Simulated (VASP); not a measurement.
Calculation: PBE GGA with D3 dispersion (zero damping), VASP's PBE PAW potentials (set 64) (plane waves; VASP 6.6.1).

VASP input:

**INCAR**
```
# general
SYSTEM   =  PbTe
PREC     =  Accurate
ENCUT    =  520
LREAL    =  F
LASPH    =  T
ICHARG   =  11

# electronic loop
EDIFF    =  1E-7
NELM     =  100
ALGO     =  Normal
LMAXMIX  =  4

# smearing
ISMEAR   =  0
SIGMA    =  0.05

# functional
GGA      =  PE
IVDW     =  11

# output
LWAVE    =  F
LCHARG   =  F
LORBIT   =  11
```

**POSCAR**
```
PbTe
1.0
  0.0000000000   3.2561527637   3.2561527637
  3.2561527637   0.0000000000   3.2561527637
  3.2561527637   3.2561527637   0.0000000000
Te Pb
1 1
Cart
  3.2561527637   3.2561527637   3.2561527637
  0.0000000000   0.0000000000   0.0000000000
```

File KPOINTS:
```
k-points along high-symmetry lines
15
Line-mode
Reciprocal
  0.000000   0.000000   0.000000 ! GAMMA
  0.500000   0.000000   0.500000 ! X

  0.500000   0.000000   0.500000 ! X
  0.625000   0.250000   0.625000 ! U

  0.375000   0.375000   0.750000 ! K
  0.000000   0.000000   0.000000 ! GAMMA

  0.000000   0.000000   0.000000 ! GAMMA
  0.500000   0.500000   0.500000 ! L

  0.500000   0.500000   0.500000 ! L
  0.500000   0.250000   0.750000 ! W

  0.500000   0.250000   0.750000 ! W
  0.500000   0.000000   0.500000 ! X
```

POTCAR, in this order: Te Pb_d (PBE.64 set). Program: vasp_std. Read from the step before: CHGCAR.

Output of the run:

**OUTCAR**
```
 ion  position               nearest neighbor table
   1  0.500  0.500  0.500-   2 3.26   2 3.26   2 3.26   2 3.26   2 3.26   2 3.26
   2  0.000  0.000  0.000-   1 3.26   1 3.26   1 3.26   1 3.26   1 3.26   1 3.26
  LATTYP: Found a face centered cubic cell.
 ALAT       =     6.5123055274
 Subroutine PRICEL returns:
 Original cell was already a primitive cell.
 Subroutine GETGRP returns: Found 48 space group operations
The static configuration has the point symmetry O_h .
The dynamic configuration has the point symmetry O_h .
 Subroutine INISYM returns: Found 48 space group operations
   k-points           NKPTS =     90   k-points in BZ     NKDIM =     90   number of bands    NBANDS=     14
   number of dos      NEDOS =    301   number of ions     NIONS =      2
   total plane-waves  NPLWV =  46656
   dimension x,y,z NGX =    36 NGY =   36 NGZ =   36
   dimension x,y,z NGXF=    72 NGYF=   72 NGZF=   72
   ions per type =               1   1
   PREC   = accura    normal or accurate (medium, high low for compatibility)
   ISTART =      0    job   : 0-new  1-cont  2-samecut
   ICHARG =     11    charge: 1-file 2-atom 10-const
   ISPIN  =      1    spin polarized calculation?
   LNONCOLLINEAR =      F non collinear calculations
   LSORBIT =      F    spin-orbit coupling
   INIWAV =      1    electr: 0-lowe 1-rand  2-diag
   ENCUT  =  520.0 eV  38.22 Ry    6.18 a.u.   8.56  8.56  8.56*2*pi/ulx,y,z
   NELM   =    100;   NELMIN=  2; NELMDL= -5     # of ELM steps
   EDIFF  = 0.1E-06   stopping-criterion for ELM
   LREAL  =      F    real-space projection
   NLSPLINE    = F    spline interpolate recip. space projectors
   LMAXMIX     =    4 max onsite mixed and CHGCAR
   VOSKOWN=      0    Vosko Wilk Nusair interpolation
   EDIFFG = 0.1E-05   stopping-criterion for IOM
   NSW    =      0    number of steps for IOM
   NBLOCK =      1;   KBLOCK =      1    inner block; outer block
   IBRION =     -1    ionic relax: 0-MD 1-quasi-New 2-CG
   NFREE  =      0    steps in history (QN), initial steepest desc. (CG)
   ISIF   =      2    stress and relaxation
   ISYM   =      2    0-nonsym 1-usesym 2-fastsym
   TEIN   =    0.0    initial temperature
   TEBEG  =    0.0;   TEEND  =   0.0 temperature during run
...
```

**OSZICAR**
```
       N       E                     dE             d eps       ncg     rms          rms(c)
DAV:   1     0.150859307856E+03    0.15086E+03   -0.92542E+03  2520   0.136E+03
DAV:   2     0.348931545342E+01   -0.14737E+03   -0.14434E+03  2586   0.336E+02
DAV:   3    -0.758965509146E+01   -0.11079E+02   -0.10634E+02  3384   0.980E+01
DAV:   4    -0.788432073952E+01   -0.29467E+00   -0.29454E+00  3056   0.193E+01
DAV:   5    -0.789441302067E+01   -0.10092E-01   -0.10092E-01  3574   0.320E+00
DAV:   6    -0.789481008602E+01   -0.39707E-03   -0.39706E-03  3374   0.539E-01
DAV:   7    -0.789481316675E+01   -0.30807E-05   -0.30807E-05  3646   0.507E-02
DAV:   8    -0.789481322290E+01   -0.56155E-07   -0.56178E-07  3064   0.668E-03
   1 F= -.84263534E+01 E0= -.84263534E+01  d E =-.543214E-13
```

**OUTCAR**
```
 val. band max:        5.3236572137   @ k =   0.5000   0.5000   0.5000

 cond. band min:       6.1065776533   @ k =   0.5000   0.5000   0.5000



 k-point     1 :       0.0000    0.0000    0.0000
  band No.  band energies     occupation
      1     -11.3584      2.00000
      2     -11.3584      2.00000
      3     -11.3510      2.00000
      4     -11.3510      2.00000
      5     -11.3510      2.00000
      6      -6.5004      2.00000
      7      -0.3261      2.00000
      8       4.0689      2.00000
      9       4.0689      2.00000
     10       4.0689      2.00000
     11       9.3785      0.00000
     12       9.3785      0.00000
     13       9.3785      0.00000
     14      11.1769      0.00000

 k-point     2 :       0.0357    0.0000    0.0357
  band No.  band energies     occupation
      1     -11.3589      2.00000
      2     -11.3583      2.00000
      3     -11.3511      2.00000
      4     -11.3508      2.00000
      5     -11.3508      2.00000
      6      -6.4862      2.00000
      7      -0.3728      2.00000
      8       4.0465      2.00000
      9       4.0465      2.00000
     10       4.1482      2.00000
     11       9.1350      0.00000
     12       9.3768      0.00000
     13       9.3768      0.00000
     14      11.0708      0.00000

 k-point     3 :       0.0714    0.0000    0.0714
  band No.  band energies     occupation
      1     -11.3603      2.00000
      2     -11.3580      2.00000
      3     -11.3515      2.00000
      4     -11.3499      2.00000
      5     -11.3499      2.00000
      6      -6.4437      2.00000
      7      -0.5017      2.00000
      8       3.9814      2.00000
      9       3.9814      2.00000
     10       4.3684      2.00000
     11       8.5627      0.00000
     12       9.3788      0.00000
     13       9.3788      0.00000
     14      10.8247      0.00000

 k-point     4 :       0.1071    0.0000    0.1071
  band No.  band energies     occupation
      1     -11.3625      2.00000
...
```

The density is held fixed in this step, so its total energy and stress have no physical meaning. Unless said otherwise, spin-orbit coupling is left out, though it shifts the bands of the heavy elements here.

The compound is PbTe in the rock salt structure. It was relaxed first.
